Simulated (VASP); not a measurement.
## SnAs with PBEsol: from relaxation to properties

Aim: relax SnAs with PBEsol, compute its properties on that cell and hold them against experiment. The steps: relaxing cell and atoms (PBEsol), second relaxation, single point with fields (PBEsol), band structure (PBEsol), density of states (PBEsol), vibrations at Γ (PBEsol), core-level energies (PBEsol), band structure (PBEsol + SOC) and a single point (PBEsol), changed input. The start is a cell from a database of measured crystal structures.

Calculated with VASP 6.6.1; PBEsol; plane waves and PAW (Sn_d, As), in the first sound run; inputs show where later runs differ.

**Measured values to reproduce.**

“Detailed magneto-heat capacity analysis of SnAs topological superconductor” (2022, arxiv:2202.10664) reports for SnAs, NaCl-type (rock salt), by powder XRD, Rietveld refinement (crystal grown by two-step solid state reaction): lattice constant a (cubic a) 5.721 Å [measurement temperature not stated, presumably room temperature].

The database entry behind the starting cell differs from later determinations by our own check (an axis about 0.7 % short against later determinations), so it need not match the best structure at ambient conditions.

## Step 1: Starting point

Before any relaxation, the start is as follows. It takes space group Fm-3m (No. 225, cubic). The conventional cell has a = 5.681 Å, b = 5.681 Å, c = 5.681 Å, α = 90.00°, β = 90.00°, γ = 90.00°. Nearest to Sn lie 6 As at 2.84 Å. As has 6 Sn at 2.84 Å nearest. Farther neighbours are not listed.

As a file:

```cif
data_structure
_symmetry_space_group_name_H-M 'Fm-3m'
_symmetry_Int_Tables_number 225
_cell_length_a 5.6810
_cell_length_b 5.6810
_cell_length_c 5.6810
_cell_angle_alpha 90.000
_cell_angle_beta 90.000
_cell_angle_gamma 90.000
_cell_volume 183.35
loop_
_atom_site_label
_atom_site_type_symbol
_atom_site_symmetry_multiplicity
_atom_site_Wyckoff_symbol
_atom_site_fract_x
_atom_site_fract_y
_atom_site_fract_z
_atom_site_occupancy
Sn1 Sn 4 a 0.00000 0.00000 0.00000 1
As1 As 4 b 0.50000 0.00000 0.00000 1
```

## Step 2: Relaxing cell and atoms (PBEsol)

The start need not lie at this functional's minimum. ISIF = 3 frees volume, shape and positions, and EDIFFG sets the threshold on forces and stress at which the search stops. PBEsol restores the gradient expansion of exchange and is tuned for the cells of solids.

INCAR reads:

```
SYSTEM = SnAs
PREC = Accurate
ENCUT = 400
EDIFF = 1E-06
NELM = 100
ISMEAR = 0
SIGMA = 0.05
LREAL = .FALSE.
ALGO = Normal
GGA = PS
NBANDS = 15
LORBIT = 11
LWAVE = .FALSE.
LCHARG = .FALSE.
KPAR = 2
IBRION = 2
NSW = 60
ISIF = 3
EDIFFG = -0.01
```

POSCAR reads:

```
SnAs
1.0
    0.0000000000      2.8405000000      2.8405000000
    2.8405000000      0.0000000000      2.8405000000
    2.8405000000      2.8405000000      0.0000000000
Sn As
1 1
Direct
    0.0000000000      0.0000000000      0.0000000000
    0.5000000000      0.5000000000      0.5000000000
```

KPOINTS reads:

```
Automatic mesh
0
Gamma
8 8 8
0 0 0
```

PAW data sets: Sn_d and As (PBE family, release 64).

On the command line:

```bash
> mpirun -np 2 vasp_std
```

Log:

```text
[banner, memory and clock lines left out]
running    2 mpi-ranks, on    1 nodes
 distrk:  each k-point on    1 cores,    2 groups
 distr:  one band on    1 cores,    1 groups

 POSCAR found type information on POSCAR SnAs
 POSCAR found :  2 types and       2 ions
|                                                                             |
|               ----> ADVICE to this user running VASP <----                  |
|                                                                             |
|     You enforced a specific xc type in the INCAR file but a different       |
|     [... a line on the potential file left out ...]
|     I HOPE YOU KNOW WHAT YOU ARE DOING!                                     |
|                                                                             |

 LDA part: xc-table for (Slater+PW92), standard interpolation
 POSCAR, INCAR and KPOINTS ok, starting setup
 FFT: planning ... GRIDC
 FFT: planning ... GRID_SOFT
 FFT: planning ... GRID
 WAVECAR not read
 entering main loop
       N       E                     dE             d eps       ncg     rms          rms(c)
DAV:   1     0.107728675692E+03    0.10773E+03   -0.79843E+03   898   0.135E+03
DAV:   2    -0.112920166619E+01   -0.10886E+03   -0.10599E+03   961   0.340E+02
DAV:   3    -0.943645142206E+01   -0.83072E+01   -0.82757E+01  1094   0.846E+01
DAV:   4    -0.961365474012E+01   -0.17720E+00   -0.17717E+00  1018   0.134E+01
DAV:   5    -0.961947414875E+01   -0.58194E-02   -0.58193E-02  1249   0.223E+00    0.285E+00
DAV:   6    -0.951143963540E+01    0.10803E+00   -0.19908E-01  1292   0.498E+00    0.167E+00
DAV:   7    -0.950197476981E+01    0.94649E-02   -0.47008E-02  1168   0.180E+00    0.544E-01
DAV:   8    -0.950084156770E+01    0.11332E-02   -0.48493E-03  1096   0.782E-01    0.711E-02
DAV:   9    -0.950079632189E+01    0.45246E-04   -0.59089E-04  1239   0.294E-01    0.583E-02
DAV:  10    -0.950079399974E+01    0.23221E-05   -0.43938E-05  1045   0.526E-02    0.319E-02
DAV:  11    -0.950079027217E+01    0.37276E-05   -0.23129E-05  1338   0.518E-02    0.525E-03
DAV:  12    -0.950079042968E+01   -0.15751E-06   -0.17450E-06   888   0.884E-03
   1 F= -.95007904E+01 E0= -.94993321E+01  d E =-.950079E+01
 curvature:   0.00 expect dE= 0.000E+00 dE for cont linesearch  0.000E+00
 trial: gam= 0.00000 g(F)=  0.382E-60 g(S)=  0.117E-01 ort = 0.000E+00 (trialstep = 0.100E+01)
 search vector abs. value=  0.117E-01
 bond charge predicted
       N       E                     dE             d eps       ncg     rms          rms(c)
DAV:   1    -0.963323201121E+01   -0.13244E+00   -0.28426E+00  1066   0.296E+01    0.195E+00
DAV:   2    -0.953110436843E+01    0.10213E+00   -0.16151E-01  1080   0.718E+00    0.890E-01
DAV:   3    -0.950484444731E+01    0.26260E-01   -0.75112E-02  1104   0.453E+00    0.122E-01
DAV:   4    -0.950424538786E+01    0.59906E-03   -0.27942E-03   975   0.602E-01    0.624E-02
DAV:   5    -0.950393735933E+01    0.30803E-03   -0.19444E-04  1354   0.129E-01    0.190E-02
DAV:   6    -0.950391718115E+01    0.20178E-04   -0.56779E-05  1108   0.128E-01    0.641E-03
DAV:   7    -0.950391630711E+01    0.87404E-06   -0.34002E-06   961   0.228E-02
   2 F= -.95039163E+01 E0= -.95026009E+01  d E =-.312588E-02
 trial-energy change:   -0.003126  1 .order   -0.003209   -0.011710    0.005292
 step:   0.6824(harm=  0.6887)  dis= 0.00000  next Energy=    -9.504759 (dE=-0.397E-02)
 bond charge predicted
       N       E                     dE             d eps       ncg     rms          rms(c)
DAV:   1    -0.951793401721E+01   -0.14017E-01   -0.27594E-01  1073   0.879E+00    0.628E-01
DAV:   2    -0.950745995387E+01    0.10474E-01   -0.16765E-02  1073   0.237E+00    0.282E-01
DAV:   3    -0.950487688576E+01    0.25831E-02   -0.71090E-03  1111   0.142E+00    0.403E-02
DAV:   4    -0.950482250237E+01    0.54383E-04   -0.25756E-04   919   0.175E-01    0.206E-02
DAV:   5    -0.950479654513E+01    0.25957E-04   -0.20684E-05  1318   0.422E-02    0.467E-03
DAV:   6    -0.950479620420E+01    0.34093E-06   -0.26137E-06   898   0.257E-02
   3 F= -.95047962E+01 E0= -.95033927E+01  d E =-.400577E-02
 curvature:  -0.34 expect dE=-0.606E-06 dE for cont linesearch -0.606E-06
 trial: gam= 0.00000 g(F)=  0.485E-62 g(S)=  0.176E-05 ort =-0.144E-03 (trialstep = 0.936E+00)
 search vector abs. value=  0.176E-05
 reached required accuracy - stopping structural energy minimisation
```

It took 9.2 s on 2 MPI ranks of AMD EPYC 9R45, shared host; peak memory 0.26 GiB; 18 s of CPU time.

The logs omit lines about the potential files and the build; timing stands in the text.

Parts of OUTCAR (step 2):

```text
ion  position               nearest neighbor table
   1  0.000  0.000  0.000-   2 2.84   2 2.84   2 2.84   2 2.84   2 2.84   2 2.84
   2  0.500  0.500  0.500-   1 2.84   1 2.84   1 2.84   1 2.84   1 2.84   1 2.84

  LATTYP: Found a face centered cubic cell.
 ALAT       =     5.6810000000

 Subroutine GETGRP returns: Found 48 space group operations
 (whereof 48 operations were pure point group operations)

The static configuration has the point symmetry O_h .

 Found     29 irreducible k-points:

   k-points           NKPTS =     29   k-points in BZ     NKDIM =     29   number of bands    NBANDS=     15

   dimension x,y,z NGX =    28 NGY =   28 NGZ =   28
   dimension x,y,z NGXF=    56 NGYF=   56 NGZF=   56

   ENCUT  =  400.0 eV  29.40 Ry    5.42 a.u.   6.55  6.55  6.55*2*pi/ulx,y,z

   NELECT =      19.0000    total number of electrons

 k-points in reciprocal lattice and weights: Automatic mesh
   0.00000000  0.00000000  0.00000000       0.002
   0.12500000  0.00000000  0.00000000       0.016
   0.25000000  0.00000000  0.00000000       0.016
   0.37500000  0.00000000  0.00000000       0.016
   0.50000000  0.00000000  0.00000000       0.008
   0.12500000  0.12500000  0.00000000       0.012
   0.25000000  0.12500000  0.00000000       0.047
   0.37500000  0.12500000  0.00000000       0.047
   0.50000000  0.12500000  0.00000000       0.047
[...]
-0.37500000  0.50000000  0.12500000       0.023
  -0.25000000  0.50000000  0.25000000       0.012

 average (electrostatic) potential at core
       1 -99.9276       2 -47.4313

 E-fermi :   6.8347

 k-point     1 :       0.0000    0.0000    0.0000
  band No.  band energies     occupation
    ...
      6      -6.2568      2.00000
      7       4.2900      2.00000
      8       5.8639      2.00000
      9       5.8639      2.00000
     10       5.8639      2.00000
     11      12.4224      0.00000
     12      12.4224      0.00000
     13      12.4224      0.00000
     14      12.9446      0.00000
     15      12.9446      0.00000

 k-point     2 :       0.1250    0.0000    0.0000
  band No.  band energies     occupation
    ...
      6      -6.0691      2.00000
      7       2.9660      2.00000
      8       5.8854      2.00000
      9       5.8854      2.00000
     10       6.8131      1.45917
     11      11.3997      0.00000
     12      11.3997      0.00000
     13      11.4530      0.00000
     14      12.9493      0.00000
     15      13.3856      0.00000

 k-point     3 :       0.2500    0.0000    0.0000
  band No.  band energies     occupation
    ...
      5     -14.4942      2.00000
      6      -5.5229      2.00000
      7       1.0427      2.00000
      8       5.9842      2.00000
      9       5.9842      2.00000
     10       7.5793      0.00000
     11       9.9272      0.00000
     12       9.9272      0.00000
     13      10.3456      0.00000
     14      13.4700      0.00000
    ...

  Total       -0.0049332     -0.0049332     -0.0049332     -0.0000000      0.0000000     -0.0000000
  in kB       -0.1690538     -0.1690538     -0.1690538     -0.0000000      0.0000000     -0.0000000
  external PRESSURE =      -0.1690538 kB  Pullay stress =       0.0000000 kB

  energy-cutoff  :      400.00
  volume of cell :       46.75
      direct lattice vectors                 reciprocal lattice vectors
     0.000000000  2.859308038  2.859308038    -0.174867483  0.174867483  0.174867483
     2.859308038  0.000000000  2.859308038     0.174867483 -0.174867483  0.174867483
     2.859308038  2.859308038 -0.000000000     0.174867483  0.174867483 -0.174867483

 POSITION                                       TOTAL-FORCE (eV/Angst)
 -----------------------------------------------------------------------------------
      0.00000      0.00000      0.00000         0.000000     -0.000000      0.000000
      2.85931      2.85931      2.85931         0.000000      0.000000     -0.000000
 -----------------------------------------------------------------------------------
    total drift:                               -0.000000      0.000000      0.000000

  FREE ENERGIE OF THE ION-ELECTRON SYSTEM (eV)
  ---------------------------------------------------
  free  energy   TOTEN  =        -9.5047962042 eV

  energy  without entropy=       -9.5019892624  energy(sigma->0) =       -9.50339273

 reached required accuracy - stopping structural energy minimisation

 total charge
# of ion       s       p       d       tot
------------------------------------------
    1        1.224   0.946  10.016  12.186
    2        1.266   1.446   0.033   2.745
--------------------------------------------------
tot          2.489   2.392  10.050  14.931

[... 3 further parts left out ...]
```

CONTCAR:

```
SnAs
   1.00000000000000
     0.0000000000000000    2.8593080381245444    2.8593080381245444
     2.8593080381245444    0.0000000000000000    2.8593080381245444
     2.8593080381245444    2.8593080381245444   -0.0000000000000000
  Sn              As
     1     1
Direct
     0.0000000000000000    0.0000000000000000    0.0000000000000000
     0.5000000000000000    0.5000000000000000    0.5000000000000000
```

This run has no spin polarisation. Its electron count is odd, so without a moment it is a metal by construction. The k-mesh is coarse for a metal. The PAW data sets were made with PBE, which is usual practice but a small mismatch for other functionals. The run keeps the 48 symmetry operations of its start, so it cannot find a distortion of lower symmetry.

The steps of the relaxation:

```tsv
step	energy less that of the first step (eV)	largest force (eV/Å)	pressure (GPa)	volume (Å³)
1	0.0000	0.0000	1.41	45.84
2	-0.0031	0.0000	-0.62	47.18
3	-0.0040	0.0000	-0.02	46.75
```

```tsv
conventional cell, symmetrised	before	after	change
a (Å)	5.681	5.719	+0.7 %
b (Å)	5.681	5.719	+0.7 %
c (Å)	5.681	5.719	+0.7 %
volume (Å³/atom)	22.92	23.38	+2.0 %
```

The relaxed structure:

```cif
data_structure
_symmetry_space_group_name_H-M 'P 1'
_symmetry_Int_Tables_number 1
_cell_length_a 4.0437
_cell_length_b 4.0437
_cell_length_c 4.0437
_cell_angle_alpha 60.000
_cell_angle_beta 60.000
_cell_angle_gamma 60.000
_cell_volume 46.75
loop_
_atom_site_label
_atom_site_type_symbol
_atom_site_fract_x
_atom_site_fract_y
_atom_site_fract_z
_atom_site_occupancy
Sn1 Sn 0.00000 0.00000 0.00000 1
As2 As 0.50000 0.50000 0.50000 1
```

Numbers from this step:

```yaml
electrons: 19
bands: 15
irreducible_k_points: 29
symmetry_operations: 48
free_energy_toten: -9.505 eV
energy_at_zero_smearing: -9.503 eV
fermi_energy: 6.835 eV
pressure: -0.01691 GPa
metallic: yes
scf_cycles_over_all_ionic_steps: 25
```

It ends with forces that vanish by symmetry and a pressure of -0.02 GPa. The volume lies +2.0 % from that of the database's start.

## Step 3: Second relaxation

A relaxation keeps the plane waves of the cell it began with, so it is repeated from the new cell, on a basis made for it.

INCAR is that of step 2.

POSCAR reads:

```
SnAs
1.0
    0.0000000000      2.8593080381      2.8593080381
    2.8593080381      0.0000000000      2.8593080381
    2.8593080381      2.8593080381      0.0000000000
Sn As
1 1
Direct
    0.0000000000      0.0000000000      0.0000000000
    0.5000000000      0.5000000000      0.5000000000
```

KPOINTS is that of step 2.

On the command line:

```bash
> mpirun -np 2 vasp_std
```

Log:

```text
[banner, memory and clock lines left out]
running    2 mpi-ranks, on    1 nodes
 distrk:  each k-point on    1 cores,    2 groups
 distr:  one band on    1 cores,    1 groups

 POSCAR found type information on POSCAR SnAs
 POSCAR found :  2 types and       2 ions
 [... a notice as in an earlier step ...]

 LDA part: xc-table for (Slater+PW92), standard interpolation
 POSCAR, INCAR and KPOINTS ok, starting setup
 FFT: planning ... GRIDC
 FFT: planning ... GRID_SOFT
 FFT: planning ... GRID
 WAVECAR not read
 entering main loop
       N       E                     dE             d eps       ncg     rms          rms(c)
DAV:   1     0.100394265190E+03    0.10039E+03   -0.79803E+03   884   0.134E+03
DAV:   2    -0.163052737776E+01   -0.10202E+03   -0.99579E+02   975   0.328E+02
DAV:   3    -0.944456273268E+01   -0.78140E+01   -0.77700E+01  1073   0.815E+01
DAV:   4    -0.961656891781E+01   -0.17201E+00   -0.17198E+00  1025   0.133E+01
DAV:   5    -0.962260640041E+01   -0.60375E-02   -0.60374E-02  1211   0.225E+00    0.275E+00
DAV:   6    -0.951540895193E+01    0.10720E+00   -0.20179E-01  1300   0.491E+00    0.161E+00
DAV:   7    -0.950623551159E+01    0.91734E-02   -0.48513E-02  1203   0.180E+00    0.531E-01
DAV:   8    -0.950524155716E+01    0.99395E-03   -0.49289E-03  1095   0.789E-01    0.707E-02
DAV:   9    -0.950519423808E+01    0.47319E-04   -0.63612E-04  1219   0.301E-01    0.572E-02
DAV:  10    -0.950519022555E+01    0.40125E-05   -0.47569E-05  1024   0.559E-02    0.304E-02
DAV:  11    -0.950518656577E+01    0.36598E-05   -0.22797E-05  1292   0.493E-02    0.417E-03
DAV:  12    -0.950518670384E+01   -0.13807E-06   -0.17452E-06   839   0.910E-03
   1 F= -.95051867E+01 E0= -.95037839E+01  d E =-.950519E+01
 curvature:   0.00 expect dE= 0.000E+00 dE for cont linesearch  0.000E+00
 trial: gam= 0.00000 g(F)=  0.884E-63 g(S)=  0.406E-06 ort = 0.000E+00 (trialstep = 0.100E+01)
 search vector abs. value=  0.406E-06
 reached required accuracy - stopping structural energy minimisation
```

Elapsed: 4.8 s, on 2 MPI ranks; peak memory 0.26 GiB.

OUTCAR, selected parts (step 3):

```text
  LATTYP: Found a face centered cubic cell.
 ALAT       =     5.7186160762

The static configuration has the point symmetry O_h .

 Found     29 irreducible k-points:

   ENCUT  =  400.0 eV  29.40 Ry    5.42 a.u.   6.59  6.59  6.59*2*pi/ulx,y,z

   NELECT =      19.0000    total number of electrons

 E-fermi :   6.8346

 k-point     1 :       0.0000    0.0000    0.0000
  band No.  band energies     occupation
    ...
      6      -6.2570      2.00000
      7       4.2898      2.00000
      8       5.8637      2.00000
      9       5.8637      2.00000
     10       5.8637      2.00000
     11      12.4224      0.00000
     12      12.4224      0.00000
     13      12.4224      0.00000
     14      12.9446      0.00000
     15      12.9446      0.00000

 k-point     2 :       0.1250    0.0000    0.0000
  band No.  band energies     occupation
    ...
      6      -6.0693      2.00000
      7       2.9658      2.00000
      8       5.8851      2.00000
      9       5.8851      2.00000
     10       6.8128      1.46192
     11      11.3996      0.00000
     12      11.3996      0.00000
     13      11.4530      0.00000
     14      12.9492      0.00000
     15      13.3856      0.00000

  Total       -0.0023674     -0.0023674     -0.0023674      0.0000000     -0.0000000     -0.0000000
  in kB       -0.0811289     -0.0811289     -0.0811289      0.0000000     -0.0000000     -0.0000000
  external PRESSURE =      -0.0811289 kB  Pullay stress =       0.0000000 kB

  energy-cutoff  :      400.00
  volume of cell :       46.75
      direct lattice vectors                 reciprocal lattice vectors
     0.000000000  2.859308038  2.859308038    -0.174867483  0.174867483  0.174867483
     2.859308038  0.000000000  2.859308038     0.174867483 -0.174867483  0.174867483
     2.859308038  2.859308038  0.000000000     0.174867483  0.174867483 -0.174867483

 POSITION                                       TOTAL-FORCE (eV/Angst)
 -----------------------------------------------------------------------------------
      0.00000      0.00000      0.00000        -0.000000     -0.000000      0.000000
      2.85931      2.85931      2.85931         0.000000      0.000000     -0.000000
 -----------------------------------------------------------------------------------
    total drift:                               -0.000000      0.000000      0.000000

  FREE ENERGIE OF THE ION-ELECTRON SYSTEM (eV)
  ---------------------------------------------------
  free  energy   TOTEN  =        -9.5051867038 eV

  energy  without entropy=       -9.5023811146  energy(sigma->0) =       -9.50378391

[... 6 parts as in an earlier step ...]

[... 6 further parts left out ...]
```

Little changed from the start: no atom moved by 0.005 Å and no cell edge by 0.1 %.

Numbers from this step:

| Property | Result |
| --- | --- |
| energy at zero smearing | -9.504 eV |
| pressure | -0.008113 GPa |
| SCF cycles over all ionic steps | 12 |

It ends with forces that vanish by symmetry and a pressure of -0.01 GPa. The volume moved by under 0.01 %: the run met its threshold at the first step.

[end of part 1 of 4]

[Lines on the potential files, build, host, timing and source positions are cut from VASP's logs without a mark.]

[Logs are printed without paths, hosts, clocks, repeated set-up lines and the standing remarks that a program may print on its own settings, such as how far it seeks lower states.]

[Hosts, paths, dates, database ids (printed as entryN), source tags and the programs' standing remarks are cut or masked in the printed files.]

[Measured values are set beside computed ones only where the two were judged alike; some that the calculation misses by far are left out.]

[In band tables of VASP the shares of atoms and orbitals are scaled to a sum of 1 inside the atoms' spheres.]
